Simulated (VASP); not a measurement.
# In2Ni3S2 with r2SCAN: from relaxation to properties

What structure and properties does r2SCAN give In2Ni3S2, and how near are they to the measured ones? The steps: relaxing cell and atoms (r2SCAN), single point with fields (r2SCAN), band structure (r2SCAN), total and projected DOS (r2SCAN), zone-centre phonons (r2SCAN), optical spectrum (r2SCAN), volume scan with r2SCAN, fit for r2SCAN and self-consistent run (r2SCAN) with a changed input. The start is a computed cell from the Materials Project.

Method: r2SCAN, spin-polarised from a ferromagnetic start; plane waves and PAW (In_d, Ni, S), in VASP 6.6.1.

Experimental background.

“Quantum Linear Magnetoresistance and Fermi Liquid Behavior in Kagome Metal Ni3In2S2” (2024, arxiv:2402.10096) reports for Ni3In2S2, shandite, by X-ray diffraction, refined (Bridgman-type melt-grown crystal, 300 K): lattice constant a (a = b, hexagonal setting) 5.37 Å [room-temperature value]; lattice constant c (c, hexagonal setting) 13.53 Å [room-temperature value].

## (1) Starting point

Before any relaxation, the start is as follows. It takes space group R-3m (No. 166, trigonal). Conventional cell: a = 5.378 Å, b = 5.378 Å, c = 13.482 Å, α = 90.00°, β = 90.00°, γ = 120.00°. In has 6 Ni at 2.69 Å and 2 S at 3.01 Å nearest. Nearest to In lie 6 Ni at 2.73 Å and 6 S at 3.20 Å. Nearest to Ni lie 2 S at 2.15 Å. Nearest to S lie 3 Ni at 2.15 Å and 4 In at 3.01 to 3.20 Å. Farther neighbours and most contacts between anions are not listed.

Structure file:

```xyz
7
Lattice="2.6888 1.5524 4.4940 -2.6888 1.5524 4.4940 0.0000 -3.1048 4.4940" Properties=species:S:1:pos:R:3 pbc="T T T"
In    0.0000    0.0000    6.7411
In    0.0000    0.0000    0.0000
Ni    1.3444    0.7762    2.2470
Ni   -1.3444    0.7762    2.2470
Ni    0.0000   -1.5524    2.2470
S     0.0000    0.0000    9.7487
S     0.0000    0.0000    3.7335
```

## (2) Relaxing cell and atoms (r2SCAN)

The start need not lie at this functional's minimum. ISIF = 3 frees volume, shape and positions, and EDIFFG sets the threshold on forces and stress at which the search stops. r2SCAN adds the kinetic-energy density, costs more than a GGA and is run with LASPH.

The input, INCAR:

```
SYSTEM = In2Ni3S2
PREC = Accurate
ENCUT = 400
EDIFF = 1E-06
NELM = 100
ISMEAR = 0
SIGMA = 0.05
LREAL = .FALSE.
ALGO = Normal
METAGGA = R2SCAN
LASPH = .TRUE.
NBANDS = 47
ISPIN = 2
MAGMOM = 0 0 1 1 1 0 0
LMAXMIX = 4
LORBIT = 11
LWAVE = .FALSE.
LCHARG = .FALSE.
KPAR = 4
IBRION = 2
NSW = 60
ISIF = 3
EDIFFG = -0.01
```

The input, POSCAR:

```
In2Ni3S2
1.0
    2.6888421947      1.5524037649      4.4940345138
   -2.6888421947      1.5524037649      4.4940345138
    0.0000000000     -3.1048075299      4.4940345138
In Ni S
2 3 2
Direct
    0.5000000000      0.5000000000      0.5000000000
    0.0000000000      0.0000000000      0.0000000000
    0.5000000000      0.0000000000      0.0000000000
    0.0000000000      0.5000000000      0.0000000000
    0.0000000000      0.0000000000      0.5000000000
    0.7230808100      0.7230808100      0.7230808100
    0.2769191900      0.2769191900      0.2769191900
```

The input, KPOINTS:

```
Automatic mesh
0
Gamma
5 5 5
0 0 0
```

PAW data sets: In_d, Ni and S (PBE family, release 64).

Launch:

```sh
$ mpirun -np 4 vasp_std
```

Output:

```text
[banner, memory and clock lines left out]
running    4 mpi-ranks, on    1 nodes
 distrk:  each k-point on    1 cores,    4 groups
 distr:  one band on    1 cores,    1 groups

 POSCAR found type information on POSCAR InNiS
 POSCAR found :  3 types and       7 ions
|                                                                             |
|               ----> ADVICE to this user running VASP <----                  |
|                                                                             |
|     You enforced a specific xc type in the INCAR file but a different       |
|     [... a line on the potential file left out ...]
|     I HOPE YOU KNOW WHAT YOU ARE DOING!                                     |
|                                                                             |

 LDA part: xc-table for (None), standard interpolation
 POSCAR, INCAR and KPOINTS ok, starting setup
 FFT: planning ... GRIDC
 FFT: planning ... GRID_SOFT
 FFT: planning ... GRID
 WAVECAR not read
 entering main loop
       N       E                     dE             d eps       ncg     rms          rms(c)
DAV:   1     0.531240532061E+03    0.53124E+03   -0.25683E+04  3580   0.164E+03
DAV:   2    -0.316523222703E+02   -0.56289E+03   -0.53650E+03  3572   0.421E+02
DAV:   3    -0.110141586375E+03   -0.78489E+02   -0.75568E+02  3901   0.174E+02
DAV:   4    -0.114602911694E+03   -0.44613E+01   -0.44202E+01  4263   0.415E+01
DAV:   5    -0.114815682182E+03   -0.21277E+00   -0.21268E+00  5449   0.856E+00    0.243E+01
DAV:   6    -0.109554336955E+03    0.52613E+01   -0.58035E+01  4220   0.106E+02    0.317E+01
DAV:   7    -0.100312215587E+03    0.92421E+01   -0.17736E+01  4495   0.701E+01    0.984E+00
DAV:   8    -0.100522112080E+03   -0.20990E+00   -0.40755E+00  5047   0.212E+01    0.539E+00
DAV:   9    -0.100461410412E+03    0.60702E-01   -0.84985E-01  4461   0.851E+00    0.197E+00
DAV:  10    -0.100464776872E+03   -0.33665E-02   -0.72169E-02  5075   0.245E+00    0.126E+00
DAV:  11    -0.100467042071E+03   -0.22652E-02   -0.17003E-02  4702   0.742E-01    0.876E-01
DAV:  12    -0.100467848258E+03   -0.80619E-03   -0.62547E-03  5458   0.838E-01    0.294E-01
DAV:  13    -0.100468089623E+03   -0.24137E-03   -0.14908E-03  4047   0.270E-01    0.113E-01
DAV:  14    -0.100468116854E+03   -0.27231E-04   -0.97190E-05  4960   0.821E-02    0.739E-02
DAV:  15    -0.100468137144E+03   -0.20290E-04   -0.41373E-05  4613   0.458E-02    0.321E-02
DAV:  16    -0.100468138781E+03   -0.16377E-05   -0.11266E-05  4649   0.274E-02    0.187E-02
DAV:  17    -0.100468138751E+03    0.30199E-07   -0.20835E-06  2964   0.116E-02
   1 F= -.10046814E+03 E0= -.10046621E+03  d E =-.100468E+03  mag=    -0.0208
 curvature:   0.00 expect dE= 0.000E+00 dE for cont linesearch  0.000E+00
 trial: gam= 0.00000 g(F)=  0.757E-04 g(S)=  0.604E-03 ort = 0.000E+00 (trialstep = 0.100E+01)
 search vector abs. value=  0.680E-03
 bond charge predicted
       N       E                     dE             d eps       ncg     rms          rms(c)
DAV:   1    -0.100472008509E+03   -0.38697E-02   -0.88502E-02  4293   0.262E+00    0.508E-01
DAV:   2    -0.100473122800E+03   -0.11143E-02   -0.31823E-02  4475   0.241E+00    0.557E-01
DAV:   3    -0.100468837456E+03    0.42853E-02   -0.12908E-02  4299   0.164E+00    0.161E-01
DAV:   4    -0.100468542149E+03    0.29531E-03   -0.11788E-03  4609   0.340E-01    0.727E-02
DAV:   5    -0.100468527764E+03    0.14385E-04   -0.18115E-04  4816   0.163E-01    0.224E-02
DAV:   6    -0.100468528871E+03   -0.11065E-05   -0.50070E-05  4372   0.685E-02    0.153E-02
DAV:   7    -0.100468528341E+03    0.52954E-06   -0.54730E-06  4206   0.196E-02
   2 F= -.10046853E+03 E0= -.10046670E+03  d E =-.389590E-03  mag=    -0.0237
[...]
3 F= -.10046854E+03 E0= -.10046673E+03  d E =-.404718E-03  mag=    -0.0243
[...]
4 F= -.10046873E+03 E0= -.10046696E+03  d E =-.184502E-03  mag=    -0.0210
 trial-energy change:   -0.000185  1 .order   -0.000213   -0.000337   -0.000089
 step:   0.6271(harm=  0.6271)  dis= 0.00044  next Energy=  -100.468773 (dE=-0.229E-03)
 bond charge predicted
       N       E                     dE             d eps       ncg     rms          rms(c)
DAV:   1    -0.100468917060E+03   -0.18993E-03   -0.46194E-03  4329   0.529E-01    0.105E-01
DAV:   2    -0.100468977103E+03   -0.60042E-04   -0.14986E-03  4480   0.558E-01    0.127E-01
DAV:   3    -0.100468769975E+03    0.20713E-03   -0.59908E-04  4204   0.352E-01    0.358E-02
DAV:   4    -0.100468749501E+03    0.20474E-04   -0.46499E-05  4738   0.805E-02    0.117E-02
DAV:   5    -0.100468748648E+03    0.85310E-06   -0.11535E-05  4631   0.326E-02    0.592E-03
DAV:   6    -0.100468748743E+03   -0.94567E-07   -0.15774E-06  2475   0.124E-02
   5 F= -.10046875E+03 E0= -.10046700E+03  d E =-.205273E-03  mag=    -0.0177
 curvature:  -0.66 expect dE=-0.348E-04 dE for cont linesearch -0.377E-05
 trial: gam=-0.16004 g(F)=  0.784E-07 g(S)=  0.528E-04 ort = 0.937E-04 (trialstep = 0.494E+00)
 search vector abs. value=  0.622E-04
 reached required accuracy - stopping structural energy minimisation
```

The job ended after 3.2 min (4 MPI ranks of Intel Xeon 6975P-C (Granite Rapids), shared host; peak memory 1.3 GiB).

Lines that name or quote the potential files are left out of all logs, and their timing lines are given in words.

Parts of OUTCAR (step 2):

```text
ion  position               nearest neighbor table
   1  0.500  0.500  0.500-   5 2.69   5 2.69   3 2.69   3 2.69   4 2.69   4 2.69   6 3.01   7 3.01
                             2 3.83   2 3.83   2 3.83   2 3.83   2 3.83   2 3.83
   2  0.000  0.000  0.000-   3 2.73   4 2.73   4 2.73   3 2.73   5 2.73   5 2.73   6 3.20   7 3.20
                             6 3.20   7 3.20   6 3.20   7 3.20   1 3.83   1 3.83   1 3.83   1 3.83
   3  0.500  0.000  0.000-   6 2.15   7 2.15   4 2.69   4 2.69   1 2.69   1 2.69   5 2.69   5 2.69
                             2 2.73   2 2.73
   4  0.000  0.500  0.000-   6 2.15   7 2.15   3 2.69   3 2.69   1 2.69   5 2.69   1 2.69   5 2.69
                             2 2.73   2 2.73
   5  0.000  0.000  0.500-   6 2.15   7 2.15   1 2.69   1 2.69   3 2.69   4 2.69   4 2.69   3 2.69
                             2 2.73   2 2.73
   6  0.723  0.723  0.723-   5 2.15   4 2.15   3 2.15   1 3.01   2 3.20   2 3.20   2 3.20
   7  0.277  0.277  0.277-   5 2.15   4 2.15   3 2.15   1 3.01   2 3.20   2 3.20   2 3.20

  LATTYP: Found a trigonal (rhomboedric) cell.
 ALAT       =     5.4622500866
 COS(alpha) =     0.5153619991

 Subroutine GETGRP returns: Found 12 space group operations
 (whereof 12 operations were pure point group operations)

The static configuration has the point symmetry D_3d.

 Found     19 irreducible k-points:

   k-points           NKPTS =     19   k-points in BZ     NKDIM =     19   number of bands    NBANDS=     47

   dimension x,y,z NGX =    36 NGY =   36 NGZ =   36
   dimension x,y,z NGXF=    72 NGYF=   72 NGZF=   72

   ENCUT  =  400.0 eV  29.40 Ry    5.42 a.u.   8.91  8.91  8.91*2*pi/ulx,y,z

   NELECT =      68.0000    total number of electrons

 k-points in reciprocal lattice and weights: Automatic mesh
   0.00000000  0.00000000  0.00000000       0.008
   0.20000000  0.00000000  0.00000000       0.048
   0.40000000  0.00000000  0.00000000       0.048
   0.20000000  0.20000000  0.00000000       0.048
   0.40000000  0.20000000  0.00000000       0.096
  -0.40000000  0.20000000 -0.00000000       0.096
  -0.20000000  0.20000000  0.00000000       0.048
   0.40000000  0.40000000  0.00000000       0.048
  -0.40000000  0.40000000  0.00000000       0.048
[...]
0.40000000  0.40000000  0.40000000       0.016
  -0.40000000  0.40000000  0.40000000       0.048

 average (electrostatic) potential at core
       1 -98.3506       2 -98.4813       3 -88.2198       4 -88.2198       5 -88.2198
       6 -86.9088       7 -86.9088

 E-fermi :   8.5675

 spin component 1
 k-point     1 :       0.0000    0.0000    0.0000
  band No.  band energies     occupation
    ...
     32       7.1424      1.00000
     33       7.1424      1.00000
     34       7.7518      1.00000
     35       8.1867      1.00000
     36       8.1867      1.00000
     37       9.1494      0.00000
     38       9.1851      0.00000
     39      12.6124      0.00000
     40      12.6124      0.00000
     41      13.7244      0.00000
    ...

 k-point     2 :       0.2000    0.0000    0.0000
  band No.  band energies     occupation
    ...
     31       6.9584      1.00000
     32       7.2255      1.00000
     33       7.5457      1.00000
     34       8.0224      1.00000
     35       8.5380      0.79846
     36       8.6960      0.00014
     37       9.5266      0.00000
     38      10.4789      0.00000
     39      12.5191      0.00000
     40      12.7230      0.00000
    ...

 k-point     3 :       0.4000    0.0000    0.0000
  band No.  band energies     occupation
    ...
     30       6.8737      1.00000
     31       7.1037      1.00000
     32       7.1084      1.00000
     33       8.1524      1.00000
     34       8.2149      1.00000
     35       9.0328      0.00000
     36       9.7823      0.00000
     37      10.0536      0.00000
     38      11.8715      0.00000
     39      11.9124      0.00000
    ...

 k-point     4 :       0.2000    0.2000    0.0000
  band No.  band energies     occupation
    ...
     30       6.9387      1.00000
     31       7.1477      1.00000
     32       7.1927      1.00000
     33       7.3773      1.00000
     34       7.8314      1.00000
     35       8.8341      0.00000
     36       9.2974      0.00000
     37       9.7195      0.00000
     38      10.5357      0.00000
     39      11.9493      0.00000
    ...

 k-point     5 :       0.4000    0.2000    0.0000
  band No.  band energies     occupation
    ...
     30       6.9943      1.00000
     31       7.0351      1.00000
     32       7.2634      1.00000
     33       7.5647      1.00000
     34       8.1152      1.00000
     35       9.0576      0.00000
     36      10.2582      0.00000
     37      10.4082      0.00000
     38      11.0985      0.00000
     39      12.1644      0.00000
    ...

 k-point     6 :      -0.4000    0.2000   -0.0000
  band No.  band energies     occupation
    ...
     29       6.8087      1.00000
     30       6.8778      1.00000
     31       7.1582      1.00000
     32       7.1624      1.00000
     33       7.6044      1.00000
     34       8.6091      0.11959
     35       8.9834      0.00000
     36       9.8753      0.00000
     37      10.8473      0.00000
     38      11.3765      0.00000
    ...

  Total        0.0487956      0.0487956      0.0538605      0.0000000     -0.0000000      0.0000000
  in kB        0.6952553      0.6952553      0.7674222      0.0000000     -0.0000000      0.0000000
  external PRESSURE =       0.7193110 kB  Pullay stress =       0.0000000 kB

  energy-cutoff  :      400.00
  volume of cell :      112.45
      direct lattice vectors                 reciprocal lattice vectors
     2.683450359  1.549290787  4.507847473     0.186327278  0.107576104  0.073945122
    -2.683450359  1.549290787  4.507847473    -0.186327278  0.107576104  0.073945122
    -0.000000000 -3.098581574  4.507847473     0.000000000 -0.215152208  0.073945122

 POSITION                                       TOTAL-FORCE (eV/Angst)
 -----------------------------------------------------------------------------------
     -0.00000     -0.00000      6.76177        -0.000000      0.000000      0.000000
     -0.00000     -0.00000      0.00000        -0.000000      0.000000      0.000000
      1.34173      0.77465      2.25392        -0.000000      0.000000      0.000000
     -1.34173      0.77465      2.25392         0.000000      0.000000      0.000000
     -0.00000     -1.54929      2.25392         0.000000      0.000000      0.000000
     -0.00000     -0.00000      9.78070        -0.000000     -0.000000      0.000901
     -0.00000     -0.00000      3.74284         0.000000      0.000000     -0.000901
 -----------------------------------------------------------------------------------
    total drift:                               -0.000000      0.000000      0.000000

  FREE ENERGIE OF THE ION-ELECTRON SYSTEM (eV)
  ---------------------------------------------------
  free  energy   TOTEN  =      -100.4687487426 eV

  energy  without entropy=     -100.4652450323  energy(sigma->0) =     -100.46699689

 reached required accuracy - stopping structural energy minimisation

 total charge
# of ion       s       p       d       tot
------------------------------------------
    1        0.922   0.624   9.885  11.431
    2        0.900   0.581   9.885  11.366
    3        0.456   0.564   8.484   9.503
    4        0.456   0.564   8.484   9.503
    5        0.456   0.564   8.484   9.503
    6        1.331   2.382   0.000   3.713
    7        1.331   2.382   0.000   3.713
--------------------------------------------------
tot          5.851   7.659  45.221  58.732

 magnetization (x)
# of ion       s       p       d       tot
------------------------------------------
    1       -0.002   0.001   0.000  -0.001
    2        0.000   0.000   0.000   0.000
    3       -0.000   0.000  -0.005  -0.005
    4       -0.000   0.000  -0.005  -0.005
    5       -0.000   0.000  -0.005  -0.005
    6       -0.000  -0.001   0.000  -0.001
    7       -0.000  -0.001   0.000  -0.001
--------------------------------------------------
tot         -0.002   0.000  -0.016  -0.018

[... 6 further parts left out ...]
```

CONTCAR:

```
In2Ni3S2
   1.00000000000000
     2.6834503589920065    1.5492907871024388    4.5078474732493525
    -2.6834503589920065    1.5492907871024388    4.5078474732493525
    -0.0000000000000000   -3.0985815743049843    4.5078474732494591
  In              Ni              S
     2     3     2
Direct
     0.5000000000000000    0.5000000000000000    0.5000000000000000
     0.0000000000000000    0.0000000000000000    0.0000000000000000
     0.5000000000000000    0.0000000000000000    0.0000000000000000
     0.0000000000000000    0.5000000000000000    0.0000000000000000
     0.0000000000000000    0.0000000000000000    0.5000000000000000
     0.7232349648382249    0.7232349648382249    0.7232349648382249
     0.2767650351617751    0.2767650351617751    0.2767650351617751
```

The moments of this start collapse, so this run ends in a non-magnetic state; other starts or orders were not tried. The k-mesh is coarse for a metal. The PAW data sets were made with PBE, which is usual practice but a small mismatch for other functionals. The run keeps the 12 symmetry operations of its start, so it cannot find a distortion of lower symmetry.

Relaxation path:

| step | energy less that of the first step (eV) | largest force (eV/Å) | pressure (GPa) | volume (Å³) |
| --- | --- | --- | --- | --- |
| 1 | 0.0000 | 0.0280 | -0.11 | 112.55 |
| 2 | -0.0004 | 0.0077 | 0.15 | 112.37 |
| 3 | -0.0004 | 0.0159 | 0.23 | 112.34 |
| 4 | -0.0006 | 0.0040 | 0.07 | 112.42 |
| 5 | -0.0006 | 0.0009 | 0.07 | 112.45 |

| conventional cell, symmetrised | before | after | change |
| --- | --- | --- | --- |
| a (Å) | 5.378 | 5.367 | -0.2 % |
| b (Å) | 5.378 | 5.367 | -0.2 % |
| c (Å) | 13.482 | 13.524 | +0.3 % |
| volume (Å³/atom) | 16.08 | 16.06 | -0.1 % |

Final coordinates:

```xyz
7
Lattice="2.6835 1.5493 4.5078 -2.6835 1.5493 4.5078 0.0000 -3.0986 4.5078" Properties=species:S:1:pos:R:3 pbc="T T T"
In    0.0000    0.0000    6.7618
In    0.0000    0.0000    0.0000
Ni    1.3417    0.7746    2.2539
Ni   -1.3417    0.7746    2.2539
Ni    0.0000   -1.5493    2.2539
S     0.0000    0.0000    9.7807
S     0.0000    0.0000    3.7428
```

This step gave:

| Quantity | Value |
| --- | --- |
| electrons | 68 |
| bands | 47 |
| irreducible k-points | 19 |
| symmetry operations | 12 |
| free energy (TOTEN) | -100.4687 eV |
| energy at zero smearing | -100.4670 eV |
| Fermi energy | 8.568 eV |
| pressure | 0.07193 GPa |
| moment of the cell, from the last line of the log | -0.0177 μB |
| metallic, judged on the points sampled | yes |
| SCF cycles over all ionic steps | 42 |

Spin moment in the PAW sphere by atom:

| atom | spin moment in the PAW sphere (μB) |
| --- | --- |
| In1 | -0.0010 |
| In2 | 0.0000 |
| Ni3 | -0.0050 |
| Ni4 | -0.0050 |
| Ni5 | -0.0050 |
| S6 | -0.0010 |
| S7 | -0.0010 |

It ends with a largest force of 0.001 eV/Å and a pressure of 0.07 GPa.

(Continued in part 2 of 8.)

[Lines on the potential files, build, host, timing and source positions are cut from VASP's logs without a mark.]

[Logs are printed without paths, hosts, clocks, repeated set-up lines and the standing remarks that a program may print on its own settings, such as how far it seeks lower states.]

[Hosts, paths, dates, database ids (printed as entryN), source tags and the programs' standing remarks are cut or masked in the printed files.]

[A measured line is paired with the nearest computed mode of its activity, which favours agreement.]

[In band tables of VASP the shares of atoms and orbitals are scaled to a sum of 1 inside the atoms' spheres.]
